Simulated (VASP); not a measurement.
Output of a VASP run:

OSZICAR:
```
       N       E                     dE             d eps       ncg     rms          rms(c)
DAV:   1     0.168248009959E+03    0.16825E+03   -0.12274E+04  6016   0.169E+03
DAV:   2    -0.166017753499E+02   -0.18485E+03   -0.17874E+03  6012   0.339E+02
DAV:   3    -0.255607375942E+02   -0.89590E+01   -0.81452E+01  6612   0.972E+01
DAV:   4    -0.258054637496E+02   -0.24473E+00   -0.24039E+00  6820   0.148E+01
DAV:   5    -0.258130030217E+02   -0.75393E-02   -0.75369E-02  7140   0.241E+00    0.189E+01
DAV:   6    -0.277394007317E+02   -0.19264E+01   -0.80166E+01  6696   0.143E+02    0.228E+01
DAV:   7    -0.217975490288E+02    0.59419E+01   -0.23508E+01  6652   0.775E+01    0.203E+00
DAV:   8    -0.218217271759E+02   -0.24178E-01   -0.59434E-01  7120   0.977E+00    0.202E+00
DAV:   9    -0.218273564409E+02   -0.56293E-02   -0.16279E-01  8528   0.143E+01    0.226E+00
DAV:  10    -0.217997787807E+02    0.27578E-01   -0.72928E-02  8308   0.831E+00    0.819E-01
DAV:  11    -0.218043936640E+02   -0.46149E-02   -0.16698E-02  7432   0.159E+00    0.317E-01
DAV:  12    -0.218042358759E+02    0.15779E-03   -0.56703E-03  7644   0.108E+00    0.289E-01
DAV:  13    -0.218050595558E+02   -0.82368E-03   -0.11043E-03  6880   0.587E-01    0.681E-02
DAV:  14    -0.218050635852E+02   -0.40294E-05   -0.87864E-05  7848   0.122E-01    0.426E-02
DAV:  15    -0.218050709494E+02   -0.73642E-05   -0.11958E-05  6520   0.483E-02    0.156E-02
DAV:  16    -0.218050719381E+02   -0.98864E-06   -0.27299E-06  4692   0.254E-02
   1 F= -.21805072E+02 E0= -.21804790E+02  d E =-.847189E-03  mag=     0.7777
```

**OUTCAR**
```
------------------------ aborting loop because EDIFF is reached ----------------------------------------
  FORCE on cell =-STRESS in cart. coord.  units (eV):
  Direction    XX          YY          ZZ          XY          YZ          ZX
  --------------------------------------------------------------------------------------
  Total       -3.0087725     -3.0081563     -3.0087725     -0.0000000      0.0000000      0.0000000
  in kB      -99.8377468    -99.8172985    -99.8377468     -0.0000000      0.0000000      0.0000000
  external PRESSURE =     -99.8309307 kB  Pullay stress =       0.0000000 kB
  volume of cell :       48.28
      direct lattice vectors                 reciprocal lattice vectors
     3.641400000  0.000000000  0.000000000     0.274619652  0.000000000  0.000000000
     0.000000000  3.641400000  0.000000000     0.000000000  0.274619652  0.000000000
     0.000000000  0.000000000  3.641400000     0.000000000  0.000000000  0.274619652
 POSITION                                       TOTAL-FORCE (eV/Angst)
 -----------------------------------------------------------------------------------
      0.00000      0.00000      0.00000         0.000000      0.000000      0.000000
      0.00000      1.82070      1.82070         0.000000      0.000000      0.000000
      1.82070      0.00000      1.82070         0.000000      0.000000      0.000000
      1.82070      1.82070      0.00000         0.000000      0.000000      0.000000
 -----------------------------------------------------------------------------------
    total drift:                                0.000000     -0.000000     -0.000000
  FREE ENERGIE OF THE ION-ELECTRON SYSTEM (eV)
  ---------------------------------------------------
  free  energy   TOTEN  =       -21.8050719381 eV

  energy  without entropy=      -21.8042247494  energy(sigma->0) =      -21.80478954

 total charge

# of ion       s       p       d       tot
------------------------------------------
    1        0.402   0.366   0.000   0.768
    2        0.465   0.459   8.349   9.273
    3        0.465   0.459   8.349   9.273
    4        0.465   0.459   8.349   9.273
--------------------------------------------------
tot          1.799   1.742  25.047  28.587

 magnetization (x)

# of ion       s       p       d       tot
------------------------------------------
    1       -0.000  -0.008   0.000  -0.009
    2       -0.003  -0.010   0.294   0.281
    3       -0.003  -0.010   0.294   0.281
    4       -0.003  -0.010   0.294   0.281
--------------------------------------------------
tot         -0.010  -0.038   0.882   0.834
```
(Selected blocks of OUTCAR.)

File POSCAR:
```
Ni3Al
1
    3.6414000000     0.0000000000     0.0000000000
    0.0000000000     3.6414000000     0.0000000000
    0.0000000000     0.0000000000     3.6414000000
Al Ni
1 3
Direct
  0.0000000000   0.0000000000   0.0000000000
  0.0000000000   0.5000000000   0.5000000000
  0.5000000000   0.0000000000   0.5000000000
  0.5000000000   0.5000000000   0.0000000000
```

Task: Reconstruct the remaining input files.

Result: One answer among several that fit: the input of the run itself, PBE GGA, plane waves, VASP's PBE PAW potentials (set 64).

### INCAR
```
# general
SYSTEM  = Ni3Al
PREC    = Accurate
ENCUT   = 400   # plane-wave cut-off (eV)
LREAL   = F   # projection in real space or not
LASPH   = T

# electronic loop
EDIFF   = 1E-6
NELM    = 100
ALGO    = Normal   # blocked Davidson
LMAXMIX = 4   # l cut-off of mixed one-centre charges

# smearing
ISMEAR  = 1   # Methfessel-Paxton
SIGMA   = 0.1   # width (eV)

# functional
GGA     = PE   # PBE

# spin
ISPIN   = 2
MAGMOM  = 0.0 0.5 -0.5 0.5

# ions
ISIF    = 2

# output
LWAVE   = F
LCHARG  = F
LORBIT  = 10
```

**KPOINTS**
```
K-points
0
gamma
 8 8 8
```

POTCAR, in this order: Al Ni (PBE.64 set). Program: vasp_std.

The compound is Ni3Al in the L1_2 structure. The cell was not relaxed at this level. The run is one of a series of settings (MAGMOM = 0.0 0.5 -0.5 0.5 against the base run), some of them coarse on purpose.
